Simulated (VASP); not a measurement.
**HfZr3C4 (ordered alloy cell): computed properties**

Computed with PBEsol GGA, VASP's PBE PAW potentials (set 64) (plane waves; VASP).

| Quantity | Value |
|---|---|
| space group | Pm-3m (221) |
| cell | a = b = c = 4.654 Å, α = β = γ = 90.00° |
| volume per atom | 12.60 Å^3/atom |
| band gap (over mesh and band path) | none (metal, semimetal or under 0.01 eV) |
| density | 8.24 g/cm³ |

HfZr3C4 is taken in the cubic space group Pm-3m (No. 221), Pearson symbol cP8. Cell: a = b = c = 4.654 Å, α = β = γ = 90.00°. Zr on 3c sees 6 C at 2.327 Å (octahedral). C1 on 3d is surrounded by 4 Zr at 2.327 Å and 2 Hf at 2.327 Å (octahedral). C2 on 1b has 6 Zr at 2.327 Å (octahedral). Hf on 1a is surrounded by 6 C at 2.327 Å (octahedral). (Neighbours: up to the widest gap in distance over summed covalent radii, below 1.35, at either atom; cation-cation and far metal-metal contacts left out.)

Unless said otherwise, spin-orbit coupling is left out, though it shifts the bands of the heavy elements here.

The structure was generated: HfZr3C4 was put into an ordered model structure (Pm-3m), which need not be its known phase. It was relaxed first. Symmetry was kept, so distortions that lower it aren't found.
